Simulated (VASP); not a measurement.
An input for Ansatz (written as the equivalent of a VASP run, and not itself run):

Ansatz 0.2 input:
```yaml
crystal:
  lattice:
    - [-1.4155321, 1.4155321, 1.4155321]
    - [1.4155321, -1.4155321, 1.4155321]
    - [1.4155321, 1.4155321, -1.4155321]
  atoms:
    - { symbol: Fe, position: [0.0000000, 0.0000000, 0.0000000], spin: 2.2 }
kpoints:
  mp_grid: { grid: [18, 18, 18] }
hamiltonian:
  xc: pbe
  pseudopotentials: { kind: paw }
magnetization: { spin_polarized: true }
scf:
  occupations: { method: methfessel_paxton, width: 0.1 }
  max_iter: 100
relax:
  max_steps: 40
  f_tol: 0.02
  cell: {}
output: { forces: true, stress: true, eigenvalues: true }
```

Translate this input to VASP (INCAR, KPOINTS, POSCAR, choice of POTCAR).

Several could match; the one computed here: 
KPOINTS:
```
Automatic
0
gamma
18 18 18
0 0 0
```

### INCAR
```
# general
SYSTEM =Fe
PREC   =Accurate
ENCUT  =500   # plane-wave cut-off (eV)
LREAL  =.FALSE.   # projection in real space or not
LASPH  =.TRUE.

# electronic loop
EDIFF  =1E-6   # SCF stop (eV)
NELM   =100
ALGO   =Normal
LMAXMIX=4   # l cut-off of mixed one-centre charges

# smearing
ISMEAR =1   # Methfessel-Paxton
SIGMA  =0.1   # width (eV)

# functional
GGA    =PE   # PBE

# spin
ISPIN  =2
MAGMOM =2.2

# ions
IBRION =2   # conjugate gradients
NSW    =40
ISIF   =3
EDIFFG =-0.02   # ionic stop

# output
LWAVE  =.FALSE.
LCHARG =.FALSE.
LORBIT =10
```

### POSCAR
```
Fe
1
   -1.4155321406     1.4155321406     1.4155321406
    1.4155321406    -1.4155321406     1.4155321406
    1.4155321406     1.4155321406    -1.4155321406
Fe
1
Direct
  0.0000000000   0.0000000000   0.0000000000
```

POTCAR, in this order: Fe (PBE.64 set). Program: vasp_std.

The two are equivalent in intent, not identical: each code has its own PAW files, so the cut-off isn't converted (ENCUT is set for VASP's; basis.ecutwfc is left out, and Ansatz then takes the one that its files recommend); Ansatz stops its SCF on the density residual and VASP on the energy change (EDIFF).

The compound is Fe in the bcc structure. This run relaxes it. Symmetry was kept, so distortions that lower it aren't found.
